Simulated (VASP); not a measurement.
Method: PBEsol GGA, VASP's PBE PAW potentials (set 64) (plane waves; VASP).

VASP input:

INCAR:
```
! general
SYSTEM =CuI
PREC   =Accurate
ENCUT  =500   ! plane-wave cut-off (eV)
LREAL  =.FALSE.   ! projection in real space or not
LASPH  =.TRUE.

! electronic loop
EDIFF  =1E-6   ! SCF stop (eV)
NELM   =100   ! most electronic steps
ALGO   =Normal
LMAXMIX=4

! smearing
ISMEAR =0
SIGMA  =0.05   ! width (eV)

! functional
GGA    =PS   ! PBEsol

! ions
IBRION =2   ! conjugate gradients
NSW    =40   ! most ionic steps
ISIF   =3
EDIFFG =-0.02   ! ionic stop
PSTRESS=300   ! kbar

! output
LWAVE  =.FALSE.
LCHARG =.FALSE.
```

### POSCAR
```
CuI
1
   -0.0000000000     2.6978346818     2.6978346818
    2.6978346818    -0.0000000000     2.6978346818
    2.6978346818     2.6978346818     0.0000000000
Cu I
1 1
Direct
  1.0000000000   0.0000000000   0.0000000000
  0.2500000000   0.2500000000   0.2500000000
```

**KPOINTS**
```
Automatic mesh
0
Gamma
9 9 9
0 0 0
```

POTCAR, in this order: Cu I (PBE.64 set). Program: vasp_std.

Output of the run:

**OUTCAR**
```
 ion  position               nearest neighbor table
   1  0.000  0.000  0.000-   2 2.34   2 2.34   2 2.34   2 2.34
   2  0.250  0.250  0.250-   1 2.34   1 2.34   1 2.34   1 2.34
  LATTYP: Found a face centered cubic cell.
 ALAT       =     5.3956693636
 Subroutine PRICEL returns:
 Original cell was already a primitive cell.
 Subroutine GETGRP returns: Found 24 space group operations
The static configuration has the point symmetry T_d .
The dynamic configuration has the point symmetry T_d .
 Subroutine INISYM returns: Found 24 space group operations
 Subroutine IBZKPT returns following result:
 Found     35 irreducible k-points:

 Following reciprocal coordinates:
            Coordinates               Weight
  0.000000  0.000000  0.000000      1.000000
  0.111111  0.000000  0.000000      8.000000
  0.222222  0.000000  0.000000      8.000000
  0.333333  0.000000  0.000000      8.000000
  0.444444  0.000000  0.000000      8.000000
  0.111111  0.111111  0.000000      6.000000
  0.222222  0.111111  0.000000     24.000000
  0.333333  0.111111  0.000000     24.000000
  0.444444  0.111111  0.000000     24.000000
 -0.444444  0.111111  0.000000     24.000000
 -0.333333  0.111111  0.000000     24.000000
 -0.222222  0.111111  0.000000     24.000000
 -0.111111  0.111111  0.000000     12.000000
  0.222222  0.222222  0.000000      6.000000
  0.333333  0.222222  0.000000     24.000000
  0.444444  0.222222  0.000000     24.000000
 -0.444444  0.222222  0.000000     24.000000
 -0.333333  0.222222  0.000000     24.000000
 -0.222222  0.222222  0.000000     12.000000
  0.333333  0.333333  0.000000      6.000000
  0.444444  0.333333  0.000000     24.000000
 -0.444444  0.333333  0.000000     24.000000
 -0.333333  0.333333  0.000000     12.000000
  0.444444  0.444444  0.000000      6.000000
...
```

OSZICAR:
```
       N       E                     dE             d eps       ncg     rms          rms(c)
DAV:   1     0.108341431170E+03    0.10834E+03   -0.82964E+03   910   0.165E+03
DAV:   2     0.168191023514E+01   -0.10666E+03   -0.10099E+03   915   0.283E+02
DAV:   3    -0.579189047428E+01   -0.74738E+01   -0.73298E+01  1225   0.870E+01
DAV:   4    -0.602770515429E+01   -0.23581E+00   -0.23547E+00  1144   0.132E+01
DAV:   5    -0.603306052277E+01   -0.53554E-02   -0.53552E-02  1286   0.200E+00    0.923E+00
DAV:   6    -0.582993019609E+01    0.20313E+00   -0.89976E+00   960   0.102E+02    0.606E+00
DAV:   7    -0.540755852129E+01    0.42237E+00   -0.20386E+00  1080   0.591E+01    0.304E+00
DAV:   8    -0.540425186004E+01    0.33067E-02   -0.12443E-01  1402   0.747E+00    0.862E-01
DAV:   9    -0.539400847214E+01    0.10243E-01   -0.44001E-02  1070   0.774E+00    0.233E-01
DAV:  10    -0.539428316303E+01   -0.27469E-03   -0.21214E-03  1305   0.578E-01    0.163E-01
DAV:  11    -0.539425625112E+01    0.26912E-04   -0.67577E-04  1207   0.101E+00    0.655E-02
DAV:  12    -0.539424423325E+01    0.12018E-04   -0.94645E-05  1237   0.267E-01    0.296E-02
DAV:  13    -0.539424504948E+01   -0.81623E-06   -0.27793E-06   899   0.193E-02
   1 F= 0.19591292E+01 E0= 0.19591292E+01  d E =0.195913E+01
       N       E                     dE             d eps       ncg     rms          rms(c)
DAV:   1    -0.542491120291E+01   -0.30667E-01   -0.57483E-02   965   0.684E+00    0.479E-01
DAV:   2    -0.542274616136E+01    0.21650E-02   -0.33654E-02  1010   0.707E+00    0.207E-01
DAV:   3    -0.542137627255E+01    0.13699E-02   -0.68975E-03  1005   0.328E+00    0.857E-02
DAV:   4    -0.542123777811E+01    0.13849E-03   -0.38760E-04  1115   0.250E-01    0.243E-02
DAV:   5    -0.542123251128E+01    0.52668E-05   -0.14182E-05  1386   0.105E-01    0.193E-02
DAV:   6    -0.542122969802E+01    0.28133E-05   -0.23813E-06   964   0.281E-02    0.435E-03
DAV:   7    -0.542122954660E+01    0.15143E-06   -0.87598E-07   542   0.280E-02
   2 F= 0.19595073E+01 E0= 0.19595073E+01  d E =0.378094E-03
       N       E                     dE             d eps       ncg     rms          rms(c)
DAV:   1    -0.540035957144E+01    0.20870E-01   -0.44814E-02   965   0.603E+00    0.426E-01
DAV:   2    -0.539873683096E+01    0.16227E-02   -0.27132E-02  1005   0.625E+00    0.188E-01
DAV:   3    -0.539760130069E+01    0.11355E-02   -0.55802E-03  1005   0.299E+00    0.738E-02
DAV:   4    -0.539749949887E+01    0.10180E-03   -0.30089E-04  1055   0.175E-01    0.232E-02
DAV:   5    -0.539749454890E+01    0.49500E-05   -0.13998E-05  1306   0.122E-01    0.176E-02
DAV:   6    -0.539749279943E+01    0.17495E-05   -0.26294E-06   909   0.216E-02    0.508E-03
DAV:   7    -0.539749256717E+01    0.23226E-06   -0.69319E-07   483   0.328E-02
   3 F= 0.19591428E+01 E0= 0.19591428E+01  d E =0.136071E-04
       N       E                     dE             d eps       ncg     rms          rms(c)
DAV:   1    -0.539605947752E+01    0.14333E-02   -0.16669E-04   960   0.367E-01    0.258E-02
DAV:   2    -0.539605362628E+01    0.58512E-05   -0.94913E-05  1030   0.372E-01    0.111E-02
DAV:   3    -0.539604967608E+01    0.39502E-05   -0.19587E-05  1030   0.177E-01    0.479E-03
DAV:   4    -0.539604933216E+01    0.34393E-06   -0.10413E-06   455   0.122E-02
   4 F= 0.19591359E+01 E0= 0.19591359E+01  d E =0.667982E-05
```

**OUTCAR**
```
------------------------ aborting loop because EDIFF is reached ----------------------------------------
  FORCE on cell =-STRESS in cart. coord.  units (eV):
  Direction    XX          YY          ZZ          XY          YZ          ZX
  --------------------------------------------------------------------------------------
  Total        7.3247001      7.3247001      7.3247001      0.0000000     -0.0000000      0.0000000
  in kB      298.7565867    298.7565867    298.7565867      0.0000000     -0.0000000      0.0000000
  external PRESSURE =      -1.2434133 kB  Pullay stress =     300.0000000 kB
  volume of cell :       39.28
      direct lattice vectors                 reciprocal lattice vectors
    -0.000000000  2.698056135  2.698056135    -0.185318605  0.185318605  0.185318605
     2.698056135  0.000000000  2.698056135     0.185318605 -0.185318605  0.185318605
     2.698056135  2.698056135  0.000000000     0.185318605  0.185318605 -0.185318605
  FREE ENERGIE OF THE ION-ELECTRON SYSTEM (eV)
  ---------------------------------------------------
  free  energy   TOTEN  =        -5.3960493322 eV

  energy  without entropy=       -5.3960493322  energy(sigma->0) =       -5.39604933
  enthalpy is  TOTEN    =         1.9591358508 eV   P V=        7.3551851830

 reached required accuracy - stopping structural energy minimisation
```
(Selected blocks of OUTCAR.)

**CONTCAR**
```
CuI
   1.00000000000000
    -0.0000000000000000    2.6980561346219076    2.6980561346219076
     2.6980561346219076    0.0000000000000000    2.6980561346219076
     2.6980561346219076    2.6980561346219076    0.0000000000000000
  Cu              I
     1     1
Direct
     0.0000000000000000    0.0000000000000000    0.0000000000000000
     0.2500000000000000    0.2500000000000000    0.2500000000000000
```

### OUTCAR
```
 val. band max:        8.9259537858   @ k =   0.0000   0.0000   0.0000

 cond. band min:      10.6810806076   @ k =   0.4444   0.4444   0.0000


 Fermi energy:         9.1996461013

 k-point     1 :       0.0000    0.0000    0.0000
  band No.  band energies     occupation
      1      -7.5700      2.00000
      2       3.1494      2.00000
      3       3.1494      2.00000
      4       3.1494      2.00000
      5       5.0409      2.00000
      6       5.0409      2.00000
      7       8.9260      2.00000
      8       8.9260      2.00000
      9       8.9260      2.00000
     10      11.1225      0.00000
     11      13.2034      0.00000
     12      13.2034      0.00000
     13      13.2034      0.00000

 k-point     2 :       0.1111    0.0000    0.0000
  band No.  band energies     occupation
      1      -7.4514      2.00000
      2       2.9217      2.00000
      3       3.1697      2.00000
      4       3.1697      2.00000
      5       5.0290      2.00000
      6       5.0290      2.00000
      7       7.9215      2.00000
      8       8.7095      2.00000
      9       8.7095      2.00000
     10      11.6861      0.00000
     11      13.4674      0.00000
     12      13.5020      0.00000
     13      13.5020      0.00000

 k-point     3 :       0.2222    0.0000    0.0000
  band No.  band energies     occupation
      1      -7.1244      2.00000
      2       2.2750      2.00000
      3       3.2159      2.00000
      4       3.2159      2.00000
      5       5.0147      2.00000
      6       5.0147      2.00000
      7       6.5565      2.00000
      8       8.2450      2.00000
      9       8.2450      2.00000
     10      11.6607      0.00000
     11      13.9775      0.00000
     12      13.9775      0.00000
     13      14.8592      0.00000

 k-point     4 :       0.3333    0.0000    0.0000
  band No.  band energies     occupation
      1      -6.6918      2.00000
      2       1.4103      2.00000
      3       3.2573      2.00000
...
```

Unless said otherwise, spin-orbit coupling is left out, though it shifts the bands of the heavy elements here.

The structure was generated: CuI was put into the zinc blende type (F-43m), which need not be its known phase. This run relaxes it under an external pressure of 30 GPa. Symmetry was kept, so distortions that lower it aren't found.
